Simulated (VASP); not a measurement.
OSZICAR of a VASP run on Mo (bcc):

**OSZICAR**
```
       N       E                     dE             d eps       ncg     rms          rms(c)
DAV:   1     0.919567885327E+02    0.91957E+02   -0.82667E+03  3222   0.130E+03
DAV:   2    -0.103000439913E+02   -0.10226E+03   -0.99159E+02  3481   0.342E+02
DAV:   3    -0.116222917699E+02   -0.13222E+01   -0.13120E+01  3714   0.395E+01
DAV:   4    -0.116265262633E+02   -0.42345E-02   -0.42341E-02  3492   0.243E+00
DAV:   5    -0.116265481689E+02   -0.21906E-04   -0.21903E-04  3715   0.177E-01    0.133E+01
DAV:   6    -0.110069908126E+02    0.61956E+00   -0.11357E+00  3442   0.127E+01    0.332E+00
DAV:   7    -0.109297182516E+02    0.77273E-01   -0.21221E-01  3728   0.512E+00    0.104E+00
DAV:   8    -0.109263083375E+02    0.34099E-02   -0.46446E-03  3304   0.999E-01    0.190E-01
DAV:   9    -0.109263149340E+02   -0.65965E-05   -0.28399E-04  3685   0.216E-01    0.644E-02
DAV:  10    -0.109263234819E+02   -0.85479E-05   -0.15577E-05  3451   0.528E-02    0.326E-03
DAV:  11    -0.109263235221E+02   -0.40159E-07   -0.20021E-07  3447   0.507E-03
   1 F= -.11425490E+02 E0= -.11425681E+02  d E =0.573528E-03
```

Problem. Which electronic solver shows in the log?

Solution. It is blocked Davidson (ALGO = Normal, or the opening steps of other solvers). The INCAR had ALGO = Normal.

Problem. Can the final energy be trusted as converged?

Solution. The run converged. It stopped with EDIFF = 1E-7, NELM = 100 (PBE GGA with D3 dispersion (zero damping), plane waves, VASP's PBE PAW potentials (set 64)).

The compound is Mo in the bcc structure. This cell is one point of a volume scan, at 1.06 of the reference volume.
